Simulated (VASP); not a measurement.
All values below come from LDA (Ceperley-Alder, Perdew-Zunger), VASP's LDA PAW potentials (set 64) (plane waves; VASP).

The input files of a VASP run:

POSCAR:
```
SnO2
1.0
  4.7307764872   0.0000000000   0.0000000000
  0.0000000000   4.7307764872   0.0000000000
  0.0000000000   0.0000000000   3.1980471094
Sn O
2 4
direct
  1.0000000000   0.0000000000   0.0000000000
  0.5000000000   0.5000000000   0.5000000000
  0.3058902311   0.3058902311   0.0000000000
  0.8058902311   0.1941097689   0.5000000000
  0.1941097689   0.8058902311   0.5000000000
  0.6941097689   0.6941097689   1.0000000000
```

INCAR:
```
! general
SYSTEM  = SnO2
PREC    = Accurate
ENCUT   = 520   ! plane-wave cut-off (eV)
LREAL   = .FALSE.
LASPH   = .TRUE.   ! aspherical one-centre terms

! electronic loop
EDIFF   = 1E-6   ! SCF stop (eV)
NELM    = 100
ALGO    = Normal   ! blocked Davidson
LMAXMIX = 4   ! l cut-off of mixed one-centre charges

! smearing
ISMEAR  = 0   ! Gaussian
SIGMA   = 0.05   ! width (eV)

! ions
IBRION  = 2   ! conjugate gradients
NSW     = 60   ! most ionic steps
ISIF    = 3   ! ions, shape and volume
EDIFFG  = -0.02   ! ionic stop

! output
LWAVE   = .FALSE.
LCHARG  = .FALSE.
```

### KPOINTS
```
Automatic mesh
0
Gamma
4 4 6
0 0 0
```

POTCAR, in this order: Sn_d O (LDA.64 set). Program: vasp_std.

Unless said otherwise, spin-orbit coupling is left out, though it shifts the bands of the heavy elements here.

Question: Predict the energy per atom (σ→0), volume per atom, band gap (on the k-mesh).

Answer: 
The energy per atom (σ→0) is -7.047 eV/atom and the band gap (on the k-mesh) is 1.14 eV. The volume per atom is 11.91 Å³/atom.

File OSZICAR:
```
...
       N       E                     dE             d eps       ncg     rms          rms(c)
DAV:   1    -0.422816800136E+02   -0.14110E-02   -0.45484E-02  1880   0.310E+00    0.235E-01
DAV:   2    -0.422807123171E+02    0.96770E-03   -0.29945E-03  2082   0.660E-01    0.870E-02
DAV:   3    -0.422805057665E+02    0.20655E-03   -0.46550E-04  2155   0.469E-01    0.232E-02
DAV:   4    -0.422804840706E+02    0.21696E-04   -0.79982E-05  2232   0.188E-01    0.740E-03
DAV:   5    -0.422804840774E+02   -0.68012E-08   -0.23280E-05  1746   0.402E-02    0.258E-03
DAV:   6    -0.422804833659E+02    0.71143E-06   -0.99506E-07   933   0.981E-03
   3 F= -.42280483E+02 E0= -.42280483E+02  d E =-.134225E-03
```

The compound is SnO2 in the rutile structure. This run relaxes it. Symmetry was kept, so distortions that lower it aren't found. The start is the result of an earlier pass.
